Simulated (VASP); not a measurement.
Here is the system:

```
Al2Pt
1.0
    0.00000     2.93116     2.93116
    2.93116     0.00000     2.93116
    2.93116     2.93116     0.00000
Al Pt
2 1
Direct
  0.25000   0.25000   0.25000
  0.75000   0.75000   0.75000
  0.00000   0.00000   0.00000
```

Method: SCAN meta-GGA, VASP's PBE PAW potentials (set 64) (plane waves; VASP). Settings: 520 eV cut-off, 10×10×10 Γ-centred mesh, tetrahedra with Blöchl corrections, potentials Al Pt.

Unless said otherwise, spin-orbit coupling is left out, though it shifts the bands of the heavy elements here.

### Question
Predict the energy per atom (σ→0), band gap (over mesh and band path) with the smallest direct gap where there is one.

### Answer

```json
{
 "band gap (over mesh and band path)": "none (metal, semimetal or under 0.01 eV)",
 "energy per atom (σ→0)": "-29.755 eV/atom"
}
```

The absolute energy has meaning only against runs of the same code, potentials and settings.

The compound is PtAl2 in the fluorite structure. It was relaxed first.
